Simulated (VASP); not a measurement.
Here is a VASP 6.6.1 calculation.

INCAR

```
SYSTEM = CdSb2O4
PREC = Normal
ENCUT = 520
EDIFF = 1E-4
ISMEAR = 0
SIGMA = 0.15
LREAL = .False.
LASPH = .True.
NELM = 60
ALGO = Fast
ISIF = 3
LWAVE = .False.
LCHARG = .False.
GGA = PE
IBRION = 2
NSW = 24
EDIFFG = -0.08
```

The input KPOINTS:

```
Automatic mesh
0
Gamma
  3 3 3
  0 0 0
```

File POSCAR:

```
CdSb2O4
1.0
   -3.6114370500      3.6114370500      2.9581876300
    3.6114370500     -3.6114370500      2.9581876300
    3.6114370500      3.6114370500     -2.9581876300
Cd Sb O
1 2 4
Direct
    0.5000000000      0.5000000000      0.0000000000
    0.2500000000      0.7500000000      0.5000000000
    0.7500000000      0.2500000000      0.5000000000
    0.8306655100      0.3161854900      0.1468510000
    0.6838145100      0.8306655100      0.5144800200
    0.3161854900      0.1693344900      0.4855199800
    0.1693344900      0.6838145100      0.8531490000
```

Potentials or basis: VASP PAW PBE potentials, release 64 (Cd, Sb, O).

Launch:

```console
$ cat potpaw_PBE.64/Cd/POTCAR potpaw_PBE.64/Sb/POTCAR potpaw_PBE.64/O/POTCAR > POTCAR
$ mpirun -np 4 vasp_std > vasp.out
```

Question: Estimate the space group after relaxing (to 0.05 Å).

Answer: I4/m (No. 87).

Question: What does it give for the relaxed cell?

Answer: a = 5.521 Å, b = 5.521 Å, c = 5.521 Å, α = 109.66°, β = 109.66°, γ = 109.09°.

Question: What does it give for the band gap on the k mesh?

Answer: 1.04 eV, indirect (least direct gap 1.26 eV).

Forces on the atoms (eV/Å):
```
Cd   0.000  0.000  0.000
Sb   0.000  0.000  0.000
Sb   0.000  0.000  0.000
O   -0.017  0.074  0.000
O    0.074  0.017  0.000
O   -0.074 -0.017  0.000
O    0.017 -0.074  0.000
```

Caveat: the k mesh is coarse (spacing up to 0.46 Å⁻¹), so the values aren't converged; spin-orbit coupling is left out, which moves the levels of the heavy elements; an odd mesh through Γ misses points on the zone boundary, where band edges often lie; the relaxation stopped at a loose force limit of 0.08 eV/Å, so its end isn't a converged minimum.
